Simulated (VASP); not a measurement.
Output of a VASP run:

File OSZICAR:
```
       N       E                     dE             d eps       ncg     rms          rms(c)
DAV:   1     0.972425106222E+02    0.97243E+02   -0.15252E+04  1584   0.894E+02
DAV:   2    -0.376150308380E+02   -0.13486E+03   -0.13236E+03  1680   0.245E+02
DAV:   3    -0.440756998181E+02   -0.64607E+01   -0.62671E+01  1800   0.374E+01
DAV:   4    -0.442107893333E+02   -0.13509E+00   -0.13330E+00  1640   0.543E+00
DAV:   5    -0.442146760530E+02   -0.38867E-02   -0.38666E-02  1872   0.642E-01    0.951E+01
DAV:   6    -0.432331591390E+02    0.98152E+00   -0.88036E-01  1472   0.573E+00    0.553E+01
DAV:   7    -0.428858264383E+02    0.34733E+00   -0.13753E+00  1360   0.695E+00    0.296E+00
DAV:   8    -0.428752702870E+02    0.10556E-01   -0.11607E-01  1624   0.197E+00    0.136E+00
DAV:   9    -0.428720960450E+02    0.31742E-02   -0.33386E-02  1712   0.106E+00    0.470E-01
DAV:  10    -0.428721075564E+02   -0.11511E-04   -0.21924E-03  1680   0.285E-01    0.142E-01
DAV:  11    -0.428720864344E+02    0.21122E-04   -0.91557E-05  1000   0.583E-02
   1 F= -.42872086E+02 E0= -.42555854E+02  d E =-.632465E+00
```

**OUTCAR**
```
------------------------ aborting loop because EDIFF is reached ----------------------------------------
  FORCE on cell =-STRESS in cart. coord.  units (eV):
  Direction    XX          YY          ZZ          XY          YZ          ZX
  --------------------------------------------------------------------------------------
  Total       -0.3528839     -0.3528837      0.0559182     -0.0000001      0.0000000      0.0000000
  in kB       -6.7687580     -6.7687545      1.0725814     -0.0000013      0.0000000      0.0000000
  external PRESSURE =      -4.1549771 kB  Pullay stress =       0.0000000 kB
  volume of cell :       83.53
      direct lattice vectors                 reciprocal lattice vectors
     3.106427000  0.000000000  0.000000000     0.321913246  0.185856688  0.000000000
    -1.553213000  2.690244000  0.000000000     0.000000000  0.371713495  0.000000000
     0.000000000  0.000000000  9.994949000     0.000000000  0.000000000  0.100050536
 POSITION                                       TOTAL-FORCE (eV/Angst)
 -----------------------------------------------------------------------------------
      0.00000      0.00000      0.00000         0.000000      0.000000     -0.000000
      0.00000      0.00000      4.99747         0.000000      0.000000     -0.000000
     -0.00000      1.79350      2.49874        -0.000000      0.000000     -0.000000
      1.55322      0.89675      7.49621        -0.000000     -0.000000      0.000000
 -----------------------------------------------------------------------------------
    total drift:                                0.000000     -0.000000      0.000000
  FREE ENERGIE OF THE ION-ELECTRON SYSTEM (eV)
  ---------------------------------------------------
  free  energy   TOTEN  =       -42.8720864344 eV

  energy  without entropy=      -42.2396212291  energy(sigma->0) =      -42.55585383
```
(Selected blocks of OUTCAR.)

**POSCAR**
```
Hf
1
    3.1064270000     0.0000000000     0.0000000000
   -1.5532130000     2.6902440000     0.0000000000
    0.0000000000     0.0000000000     9.9949490000
Hf
4
Direct
  0.0000000000   0.0000000000   0.0000000000
  0.0000000000   0.0000000000   0.5000000000
  0.3333330000   0.6666670000   0.2500000000
  0.6666670000   0.3333330000   0.7500000000
```

Task: Reconstruct the remaining input files.

Result: One answer among several that fit: the input of the run itself, LDA (Ceperley-Alder, Perdew-Zunger), plane waves, VASP's LDA PAW potentials (set 64).

INCAR:
```
SYSTEM  =  Hf
PREC  =  Accurate; ENCUT  =  240; LREAL  =  F
LASPH  =  T
EDIFF  =  1E-04; NELM  =  100; ALGO  =  Normal
LMAXMIX  =  6
ISMEAR  =  0; SIGMA  =  0.5
ISIF  =  2
LWAVE  =  F; LCHARG  =  F
```

KPOINTS:
```
kpoints
0
G
 6 6 6
```

POTCAR, in this order: Hf_pv (LDA.64 set). Program: vasp_std.

At this cut-off the stress carries a Pulay error, which pulls relaxed volumes low.

The structure was generated: Hf was put into an ordered model structure, which need not be its known phase. The cell was not relaxed at this level. The k-mesh is coarse (spacing up to 0.39 per Å, 2π included), so the numbers may not be converged in it. The run is one of a series of settings (EDIFF = 1E-04, ENCUT = 240, GGA removed, ISMEAR = 0, SIGMA = 0.5, KPOINTS 6×6×6 Γ-centred mesh, POTCAR Hf_pv (LDA.64 set) against the base run), some of them coarse on purpose. VASP warned that the highest band is occupied, so more bands are needed.
